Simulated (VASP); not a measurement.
Consider the following.

```
BaTe
1.0
    0.00000     3.44758     3.44758
    3.44758     0.00000     3.44758
    3.44758     3.44758     0.00000
Ba Te
1 1
Direct
  0.00000   0.00000   0.00000
  0.50000   0.50000   0.50000
```

Computed with LDA (Ceperley-Alder, Perdew-Zunger), VASP's LDA PAW potentials (set 64) (plane waves; VASP). Numerical set-up: 400 eV cut-off, 12×12×12 Γ-centred mesh, Gaussian smearing of 0.010 eV, potentials Ba_sv Te.

Unless said otherwise, spin-orbit coupling is left out, though it shifts the bands of the heavy elements here.

### Question
Predict the energy per atom (σ→0), band gap (on the k-mesh) with the smallest direct gap where there is one.

### Answer

band gap (on the k-mesh): 1.29 eV
smallest direct gap (on the k-mesh): 1.67 eV
energy per atom (σ→0): -4.806 eV/atom

Total energies compare only between runs with the same potentials, cut-off and functional.

The compound is BaTe in the rock salt structure. It was relaxed first.
